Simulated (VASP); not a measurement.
Given:

```
AlNi3
1.0
    3.62798     0.00000     0.00000
    0.00000     3.62798     0.00000
    0.00000     0.00000     3.62798
Al Ni
1 3
Direct
  0.00000   0.00000   0.00000
  0.00000   0.50000   0.50000
  0.50000   0.00000   0.50000
  0.50000   0.50000   0.00000
```

All values below come from optB88-vdW, VASP's PBE PAW potentials (set 64) (plane waves; VASP 6.6.1). Settings: 520 eV cut-off, 9×9×9 Γ-centred mesh, first-order Methfessel-Paxton smearing of 0.10 eV, potentials Al Ni.

**Question.** Give the stress tensor in GPa (positive for a compressed cell).

**Answer.** 
```
-9.29   0.00   0.00
 0.00  -9.29   0.00
 0.00   0.00  -9.29
```
The pressure is its mean diagonal, -9.29 GPa.

The compound is Ni3Al in the L1_2 structure. This cell is one point of a volume scan, at 1.06 of the reference volume. The run is not spin-polarised, so no magnetic state was tried. The electron count is odd and the run is not spin-polarised, which forces a metal.
